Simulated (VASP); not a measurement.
Mo: relaxation of the atoms with PBE

Crystal: Mo.

```
CELL_PARAMETERS angstrom
-1.56432 1.56432 1.56432
1.56432 -1.56432 1.56432
1.56432 1.56432 -1.56432
ATOMIC_POSITIONS crystal
Mo 0.00000 0.00000 0.00000
```

The cell isn't the ideal one: a relaxed cell with its volume scaled by 0.98.

```yaml
Program: VASP 6.6.1
Task: relaxation of the atoms
Functional: PBE
Potentials_or_basis: VASP PAW PBE potentials, release 64 (Mo)
Cutoff: 300 eV
k_mesh: 8 × 8 × 8
Occupations: methfessel-paxton, width 0.1 eV
Spin: no spin polarisation
Further_INCAR_settings: ALGO = Normal; EDIFF = 1e-07; IBRION = 2; EDIFFG = -0.01; NSW = 40
```

```json
{"Pressure after relaxing": "5.8 GPa", "Band gap on the k mesh": "none (metal or under the smearing width)"}
```

Final structure:
```yaml
crystal:
  lattice:
    - [-1.56432, 1.56432, 1.56432]
    - [1.56432, -1.56432, 1.56432]
    - [1.56432, 1.56432, -1.56432]
  atoms:
    - { symbol: Mo, position: [0.00000, 0.00000, 0.00000] }
```

Levels at points of the mesh, in eV from the Fermi level:
```
           k point  band 1  band 2  band 3  band 4  band 5  band 6  band 7
(0.00, 0.00, 0.00)   -7.14   -1.29   -1.29   -1.29    1.79    1.79   16.65
(0.50, 0.00, 0.00)   -5.30   -3.37    1.83    1.86    2.47    4.95   12.08
(0.50, 0.50, 0.50)   -5.45   -5.45    4.17    4.17    4.17    9.73    9.73
```

It took 4.2 s on 1 thread of Intel(R) Xeon(R) Platinum 8488C (Sapphire Rapids), with other jobs on the host, peak memory 0.1 GiB.

Caveat: the relaxation stopped at its first step, so nothing moved.
